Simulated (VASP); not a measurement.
Calculation: PBE GGA, VASP's PBE PAW potentials (set 64) (plane waves; VASP).

Input for VASP

INCAR:
```
SYSTEM  =  Li2Se
PREC  =  Single; ENCUT  =  520; LREAL  =  F
LASPH  =  T
EDIFF  =  1E-6; NELM  =  100; ALGO  =  Normal
LMAXMIX  =  4
ISMEAR  =  0; SIGMA  =  0.05
GGA  =  PE
ISIF  =  2
LWAVE  =  F; LCHARG  =  F
```

### POSCAR
```
Li2Se
1
    0.0000000000     2.9181230000     2.9395480000
    3.0217800000     0.0000000000     2.9395480000
    3.0217800000     2.9181230000     0.0000000000
Li Se
2 1
Direct
  0.2500000000   0.2500000000   0.2500000000
  0.7500000000   0.7500000000   0.7500000000
 -0.0161240000   0.0161240000   0.0161240000
```

File KPOINTS:
```
Automatic mesh
0
Gamma
6 6 6
0 0 0
```

POTCAR, in this order: Li_sv Se (PBE.64 set). Program: vasp_std.

Problem. What will the output report for the number of irreducible k-points (NKPTS), number of bands (NBANDS), largest plane-wave count, number of space-group operations, FFT grid (NGX, NGY, NGZ)?

Solution. 
* **number of irreducible k-points (NKPTS)**: 46
* **number of bands (NBANDS)**: 10
* **largest plane-wave count**: 1412
* **number of space-group operations**: 4
* **FFT grid (NGX, NGY, NGZ)**: 32 × 32 × 32

The compound is Li2Se in the antifluorite structure. The cell was not relaxed at this level, atoms are displaced from their ideal sites. The run is one of a series of settings (PREC = Single against the base run), some of them coarse on purpose.
